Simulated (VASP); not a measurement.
Calculation: LDA (Ceperley-Alder, Perdew-Zunger), VASP's LDA PAW potentials (set 64) (plane waves; VASP 6.6.1).

VASP input:

### POSCAR
```
CsH
1
    4.7995300000     0.0000000000     0.0000000000
   -2.3997650000     4.1565150000     0.0000000000
    0.0000000000     0.0000000000     7.8605220000
Cs H
2 2
Direct
  0.6666670000   0.3333330000   0.0000000000
  0.3333330000   0.6666670000   0.5000000000
  0.6666670000   0.3333330000   0.6252000000
  0.3333330000   0.6666670000   0.1252000000
```

File KPOINTS:
```
kpoints
0
Gamma
  6 6 3
0 0 0
```

**INCAR**
```
# general
SYSTEM  = CsH
PREC    = Accurate
ENCUT   = 300   # plane-wave cut-off (eV)
LREAL   = .False.
LASPH   = .True.   # aspherical one-centre terms

# electronic loop
EDIFF   = 1E-6   # SCF stop (eV)
NELM    = 100
ALGO    = Normal   # blocked Davidson
LMAXMIX = 4   # l cut-off of mixed one-centre charges

# smearing
ISMEAR  = -1   # Fermi-Dirac
SIGMA   = 0.05

# ions
ISIF    = 2   # forces and stress, cell fixed

# output
LWAVE   = .False.
LCHARG  = .False.
```

POTCAR, in this order: Cs_sv H (LDA.64 set). Program: vasp_std.

Output

File OSZICAR:
```
       N       E                     dE             d eps       ncg     rms          rms(c)
DAV:   1     0.104269459856E+03    0.10427E+03   -0.57893E+03   392   0.719E+02
DAV:   2    -0.151774306638E+01   -0.10579E+03   -0.10399E+03   536   0.161E+02
DAV:   3    -0.112061036803E+02   -0.96884E+01   -0.96813E+01   470   0.583E+01
DAV:   4    -0.113053098763E+02   -0.99206E-01   -0.99195E-01   524   0.739E+00
DAV:   5    -0.113060753237E+02   -0.76545E-03   -0.76544E-03   524   0.597E-01    0.532E+00
DAV:   6    -0.976435160505E+01    0.15417E+01   -0.21971E+00   392   0.488E+00    0.228E+00
DAV:   7    -0.940588917960E+01    0.35846E+00   -0.22097E+00   398   0.431E+00    0.960E-01
DAV:   8    -0.944454377342E+01   -0.38655E-01   -0.23467E-01   392   0.174E+00    0.573E-01
DAV:   9    -0.942538068293E+01    0.19163E-01   -0.11033E-01   428   0.101E+00    0.983E-02
DAV:  10    -0.942596174956E+01   -0.58107E-03   -0.58525E-03   500   0.318E-01    0.975E-02
DAV:  11    -0.942591446276E+01    0.47287E-04   -0.40433E-04   434   0.749E-02    0.531E-02
DAV:  12    -0.942578781116E+01    0.12665E-03   -0.74534E-04   434   0.842E-02    0.459E-03
DAV:  13    -0.942579060394E+01   -0.27928E-05   -0.25039E-05   530   0.226E-02    0.163E-03
DAV:  14    -0.942579094726E+01   -0.34332E-06   -0.74078E-07   376   0.267E-03
   1 F= -.94257909E+01 E0= -.94257909E+01  d E =-.111761E-09
```

### OUTCAR
```
------------------------ aborting loop because EDIFF is reached ----------------------------------------
  FORCE on cell =-STRESS in cart. coord.  units (eV):
  Direction    XX          YY          ZZ          XY          YZ          ZX
  --------------------------------------------------------------------------------------
  Total       -0.5190800     -0.5190800     -0.8076371      0.0000000      0.0000000      0.0000000
  in kB       -5.3035350     -5.3035353     -8.2517751      0.0000000      0.0000000      0.0000000
  external PRESSURE =      -6.2862818 kB  Pullay stress =       0.0000000 kB
  volume of cell :      156.81
      direct lattice vectors                 reciprocal lattice vectors
     4.799530000  0.000000000  0.000000000     0.208353735  0.120293082  0.000000000
    -2.399765000  4.156515000  0.000000000     0.000000000  0.240586164  0.000000000
     0.000000000  0.000000000  7.860522000     0.000000000  0.000000000  0.127218014
 POSITION                                       TOTAL-FORCE (eV/Angst)
 -----------------------------------------------------------------------------------
      2.39977      1.38550      0.00000         0.000000     -0.000000      0.017259
     -0.00000      2.77101      3.93026        -0.000000      0.000000      0.017259
      2.39977      1.38550      4.91440         0.000000     -0.000000     -0.017259
     -0.00000      2.77101      0.98414         0.000000     -0.000000     -0.017259
 -----------------------------------------------------------------------------------
    total drift:                                0.000197     -0.000114     -0.000116
  FREE ENERGIE OF THE ION-ELECTRON SYSTEM (eV)
  ---------------------------------------------------
  free  energy   TOTEN  =        -9.4257909473 eV

  energy  without entropy=       -9.4257909471  energy(sigma->0) =       -9.42579095
```
(Selected blocks of OUTCAR.)

At this cut-off the stress carries a Pulay error, which pulls relaxed volumes low.

The structure was generated: CsH was put into an ordered model structure, which need not be its known phase. The cell was not relaxed at this level. The run is one of a series of settings (GGA removed, POTCAR Cs_sv H (LDA.64 set) against the base run), some of them coarse on purpose.
